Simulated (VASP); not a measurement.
Level of theory: PBE GGA, VASP's PBE PAW potentials (set 64) (plane waves; VASP).

VASP input:

**KPOINTS**
```
K-points
0
G
  12 12 8
0 0 0
```

**INCAR**
```
SYSTEM=Sc
PREC=Accurate; ENCUT=480; LREAL=.FALSE.
LASPH=.TRUE.
EDIFF=1E-7; NELM=100; ALGO=Normal
LMAXMIX=4
ISMEAR=1; SIGMA=0.1
GGA=PE
IBRION=2; NSW=40; ISIF=3
EDIFFG=-0.01; PSTRESS=150
LWAVE=.FALSE.; LCHARG=.FALSE.
```

**POSCAR**
```
Sc
1.0
  1.6585090230  -2.8726218055   0.0000000000
  1.6585090230   2.8726218055   0.0000000000
  0.0000000000   0.0000000000   5.1621778764
Sc
2
Cart
  1.6585090230   0.9575425169   1.2905444691
  1.6585090230  -0.9575425169   3.8716334073
```

POTCAR, in this order: Sc_sv (PBE.64 set). Program: vasp_std.

Task: What will the output report for the number of irreducible k-points (NKPTS), number of bands (NBANDS), largest plane-wave count, number of space-group operations, FFT grid (NGX, NGY, NGZ)?

Result: 
The number of irreducible k-points (NKPTS) comes out as 95 and the number of bands (NBANDS) is 15. The largest plane-wave count comes out as 1189, the number of space-group operations is 24 and the FFT grid (NGX, NGY, NGZ) is 24 × 24 × 40.

The compound is Sc in the hcp structure. This run relaxes it under an external pressure of 15 GPa. Symmetry was kept, so distortions that lower it aren't found.
